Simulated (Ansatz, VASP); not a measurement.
# Two plane-wave programs on Sc2InN3

```
Sc In N
1.0
     3.24871    0.00000    0.00000
    -1.62436    2.81347    0.00000
     0.00000    0.00000    7.86797
Sc In N
2 1 3
Direct
  0.33333 0.66667 0.66525
  0.66667 0.33333 0.33475
  0.00000 0.00000 0.00000
  0.33333 0.66667 0.17689
  0.66667 0.33333 0.82311
  0.00000 0.00000 0.50000
```

Change from the starting cell: species swapped into the CaSm2S3 type (P-3m1, No. 164).

Alike in both runs: functional PBE; k mesh 6 × 6 × 2; occupations gaussian, width 0.1 eV; no spin polarisation.

Ansatz relaxed the structure, and its values are those at the end. VASP's run is a single point on that final structure, the one shown.

```csv
,VASP,Ansatz
version,VASP 6.6.1,Ansatz 0.2.0
potentials or method,"VASP PAW PBE potentials, release 64 (Sc_sv, In_d, N)","scalar-relativistic, plane waves, PAW"
plane-wave cutoff (eV),520,420
valence electrons in the cell,50,50
```

|  | VASP | Ansatz | Ansatz less VASP |
| --- | --- | --- | --- |
| gap on the k mesh at the Fermi level (eV) | 1.02 | 1.04 | +0.019 |
| least direct gap on the mesh (eV) | 2.14 | 2.15 | +0.013 |
| pressure (GPa) | 0.8 | 0.1 | -0.65 |
| rms of the force components (eV/Å) | 0.021 | 0.009 | -0.0119 |

Caveats: spin-orbit coupling is left out, which moves the levels of the heavy elements. A k mesh can miss the band edges.
